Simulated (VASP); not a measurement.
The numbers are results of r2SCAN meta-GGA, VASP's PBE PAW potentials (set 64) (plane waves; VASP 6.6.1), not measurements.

VASP ran on this input.

**INCAR**
```
SYSTEM  =  PbTe
PREC  =  Accurate; ENCUT  =  520; LREAL  =  .FALSE.
LASPH  =  .TRUE.
EDIFF  =  1E-7; NELM  =  100; ALGO  =  Normal
LMAXMIX  =  4; LMIXTAU  =  .TRUE.
ISMEAR  =  0; SIGMA  =  0.05
METAGGA  =  R2SCAN
ISIF  =  2
LWAVE  =  .FALSE.; LCHARG  =  .FALSE.
```

### POSCAR
```
PbTe
1
    0.0000000000     3.2001988799     3.2001988799
    3.2001988799     0.0000000000     3.2001988799
    3.2001988799     3.2001988799     0.0000000000
Te Pb
1 1
Direct
  0.5000000000   0.5000000000   0.5000000000
  0.0000000000   0.0000000000   0.0000000000
```

KPOINTS:
```
Automatic mesh
0
Gamma
7 7 7
0 0 0
```

POTCAR, in this order: Te Pb_d (PBE.64 set). Program: vasp_std.

Output

**OUTCAR**
```
 ion  position               nearest neighbor table
   1  0.500  0.500  0.500-   2 3.20   2 3.20   2 3.20   2 3.20   2 3.20   2 3.20
   2  0.000  0.000  0.000-   1 3.20   1 3.20   1 3.20   1 3.20   1 3.20   1 3.20
  LATTYP: Found a face centered cubic cell.
 ALAT       =     6.4003977598
 Subroutine PRICEL returns:
 Original cell was already a primitive cell.
 Subroutine GETGRP returns: Found 48 space group operations
The static configuration has the point symmetry O_h .
The dynamic configuration has the point symmetry O_h .
 Subroutine INISYM returns: Found 48 space group operations
 Subroutine IBZKPT returns following result:
 Found     20 irreducible k-points:

 Following reciprocal coordinates:
            Coordinates               Weight
  0.000000  0.000000  0.000000      1.000000
  0.142857  0.000000  0.000000      8.000000
  0.285714  0.000000  0.000000      8.000000
  0.428571  0.000000  0.000000      8.000000
  0.142857  0.142857  0.000000      6.000000
  0.285714  0.142857  0.000000     24.000000
  0.428571  0.142857  0.000000     24.000000
 -0.428571  0.142857  0.000000     24.000000
 -0.285714  0.142857  0.000000     24.000000
...
```

OSZICAR:
```
       N       E                     dE             d eps       ncg     rms          rms(c)
DAV:   1     0.768296592296E+02    0.76830E+02   -0.97078E+03   560   0.144E+03
DAV:   2    -0.763012481467E+02   -0.15313E+03   -0.15061E+03   572   0.346E+02
DAV:   3    -0.867678585030E+02   -0.10467E+02   -0.10435E+02   770   0.101E+02
DAV:   4    -0.870128056109E+02   -0.24495E+00   -0.24486E+00   660   0.184E+01
DAV:   5    -0.870219741559E+02   -0.91685E-02   -0.91684E-02   784   0.313E+00    0.361E+00
DAV:   6    -0.824881473033E+02    0.45338E+01   -0.19049E+00   686   0.271E+01    0.300E+00
DAV:   7    -0.825629773842E+02   -0.74830E-01   -0.76211E-01   560   0.941E+00    0.177E+00
DAV:   8    -0.825124982254E+02    0.50479E-01   -0.70722E-01   560   0.524E+00    0.618E-01
DAV:   9    -0.826459735550E+02   -0.13348E+00   -0.74299E-02   572   0.219E+00    0.556E-01
DAV:  10    -0.826093013169E+02    0.36672E-01   -0.43827E-02   566   0.148E+00    0.104E+00
DAV:  11    -0.826645441918E+02   -0.55243E-01   -0.19491E-01   560   0.285E+00    0.217E-01
DAV:  12    -0.826665892789E+02   -0.20451E-02   -0.88231E-03   680   0.692E-01    0.112E-01
DAV:  13    -0.826676951523E+02   -0.11059E-02   -0.39552E-04   596   0.206E-01    0.824E-02
DAV:  14    -0.826671666915E+02    0.52846E-03   -0.60292E-03   560   0.896E-01    0.204E-01
DAV:  15    -0.826683871014E+02   -0.12204E-02   -0.23051E-03   560   0.562E-01    0.100E-02
DAV:  16    -0.826683884013E+02   -0.12999E-05   -0.56657E-05   668   0.648E-02    0.840E-03
DAV:  17    -0.826684066886E+02   -0.18287E-04   -0.22063E-05   566   0.583E-02    0.341E-03
DAV:  18    -0.826684066145E+02    0.74181E-07   -0.15227E-06   632   0.121E-02    0.150E-03
DAV:  19    -0.826684065346E+02    0.79895E-07   -0.29513E-07   536   0.812E-03
   1 F= -.82668407E+02 E0= -.82668407E+02  d E =-.827735E-13
```

File OUTCAR:
```
------------------------ aborting loop because EDIFF is reached ----------------------------------------
  FORCE on cell =-STRESS in cart. coord.  units (eV):
  Direction    XX          YY          ZZ          XY          YZ          ZX
  --------------------------------------------------------------------------------------
  Total        1.2315310      1.2315310      1.2315310      0.0000000      0.0000000     -0.0000000
  in kB       30.1019774     30.1019774     30.1019774      0.0000000      0.0000000     -0.0000000
  external PRESSURE =      30.1019774 kB  Pullay stress =       0.0000000 kB
  volume of cell :       65.55
      direct lattice vectors                 reciprocal lattice vectors
     0.000000000  3.200198880  3.200198880    -0.156240290  0.156240290  0.156240290
     3.200198880  0.000000000  3.200198880     0.156240290 -0.156240290  0.156240290
     3.200198880  3.200198880  0.000000000     0.156240290  0.156240290 -0.156240290
  FREE ENERGIE OF THE ION-ELECTRON SYSTEM (eV)
  ---------------------------------------------------
  free  energy   TOTEN  =       -82.6684065346 eV

  energy  without entropy=      -82.6684065346  energy(sigma->0) =      -82.66840653
```
(Selected blocks of OUTCAR.)

The compound is PbTe in the rock salt structure. This cell is one point of a volume scan, at 0.94 of the reference volume.
